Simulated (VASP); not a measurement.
Computed with r2SCAN+rVV10, VASP's PBE PAW potentials (set 64) (plane waves; VASP).

VASP ran on this input.

File KPOINTS:
```
Regular mesh
0
gamma
11 11 11
0 0 0
```

**INCAR**
```
ALGO  =  Normal
BPARAM  =  11.95
CPARAM  =  0.0093
EDIFF  =  1E-6
EDIFFG  =  -0.01
ENCUT  =  520
IBRION  =  2
ISIF  =  3
ISMEAR  =  1
LASPH  =  .TRUE.
LCHARG  =  .FALSE.
LMAXMIX  =  4
LMIXTAU  =  .TRUE.
LREAL  =  .FALSE.
LUSE_VDW  =  .TRUE.
LWAVE  =  .FALSE.
METAGGA  =  R2SCAN
NELM  =  100
NSW  =  60
PREC  =  Accurate
SIGMA  =  0.1
SYSTEM  =  NiAl
```

**POSCAR**
```
NiAl
1
    2.8581468239     0.0000000000    -0.0000000000
    0.0000000000     2.8581468239    -0.0000000000
    0.0000000000     0.0000000000     2.8581468239
Al Ni
1 1
Direct
  0.5000000000   0.5000000000   0.5000000000
  0.0000000000   0.0000000000   0.0000000000
```

POTCAR, in this order: Al Ni (PBE.64 set). Program: vasp_std.

What VASP printed:

**OSZICAR**
```
       N       E                     dE             d eps       ncg     rms          rms(c)
DAV:   1     0.315167278483E+02    0.31517E+02   -0.59068E+03  1136   0.142E+03
DAV:   2    -0.211770541310E+02   -0.52694E+02   -0.49847E+02  1128   0.215E+02
DAV:   3    -0.225342905484E+02   -0.13572E+01   -0.13460E+01  1348   0.453E+01
DAV:   4    -0.225563417514E+02   -0.22051E-01   -0.22031E-01  1296   0.505E+00
DAV:   5    -0.225571071614E+02   -0.76541E-03   -0.76539E-03  1282   0.979E-01    0.123E+01
DAV:   6    -0.228044648194E+02   -0.24736E+00   -0.57387E+01  1238   0.140E+02    0.157E+01
DAV:   7    -0.197652257356E+02    0.30392E+01   -0.15971E+01  1240   0.789E+01    0.177E+00
DAV:   8    -0.197633580178E+02    0.18677E-02   -0.66341E-01  1380   0.126E+01    0.166E+00
DAV:   9    -0.197391159972E+02    0.24242E-01   -0.13031E-01  1238   0.655E+00    0.344E-01
DAV:  10    -0.197439752129E+02   -0.48592E-02   -0.10883E-02  1176   0.115E+00    0.297E-01
DAV:  11    -0.197444843325E+02   -0.50912E-03   -0.85665E-03  1340   0.156E+00    0.807E-02
DAV:  12    -0.197444787299E+02    0.56026E-05   -0.16135E-04  1260   0.182E-01    0.468E-02
DAV:  13    -0.197444292084E+02    0.49521E-04   -0.42359E-05  1198   0.802E-02    0.488E-02
DAV:  14    -0.197444621947E+02   -0.32986E-04   -0.13053E-04  1336   0.190E-01    0.732E-03
DAV:  15    -0.197444638702E+02   -0.16755E-05   -0.22986E-06  1106   0.216E-02    0.315E-03
DAV:  16    -0.197444637905E+02    0.79726E-07   -0.10360E-06   560   0.198E-02
   1 F= -.19744464E+02 E0= -.19744120E+02  d E =-.197445E+02
```

OUTCAR:
```
------------------------ aborting loop because EDIFF is reached ----------------------------------------
  FORCE on cell =-STRESS in cart. coord.  units (eV):
  Direction    XX          YY          ZZ          XY          YZ          ZX
  --------------------------------------------------------------------------------------
  Total        0.0092606      0.0092606      0.0092606     -0.0000000      0.0000000      0.0000000
  in kB        0.6354728      0.6354728      0.6354728     -0.0000000      0.0000000      0.0000000
  external PRESSURE =       0.6354728 kB  Pullay stress =       0.0000000 kB
  volume of cell :       23.35
      direct lattice vectors                 reciprocal lattice vectors
     2.858146824  0.000000000  0.000000000     0.349877057  0.000000000  0.000000000
     0.000000000  2.858146824  0.000000000     0.000000000  0.349877057  0.000000000
     0.000000000  0.000000000  2.858146824     0.000000000  0.000000000  0.349877057
 POSITION                                       TOTAL-FORCE (eV/Angst)
 -----------------------------------------------------------------------------------
      1.42907      1.42907      1.42907         0.000000      0.000000      0.000000
      0.00000      0.00000      0.00000         0.000000      0.000000      0.000000
 -----------------------------------------------------------------------------------
    total drift:                                0.000000      0.000000      0.000000
  FREE ENERGIE OF THE ION-ELECTRON SYSTEM (eV)
  ---------------------------------------------------
  free  energy   TOTEN  =       -19.7444637905 eV

  energy  without entropy=      -19.7434335716  energy(sigma->0) =      -19.74412038

 reached required accuracy - stopping structural energy minimisation
```
(Selected blocks of OUTCAR.)

The compound is NiAl in the CsCl type structure. It was relaxed first. The start is the result of an earlier pass. The run is not spin-polarised, so no magnetic state was tried. The electron count is odd and the run is not spin-polarised, which forces a metal.
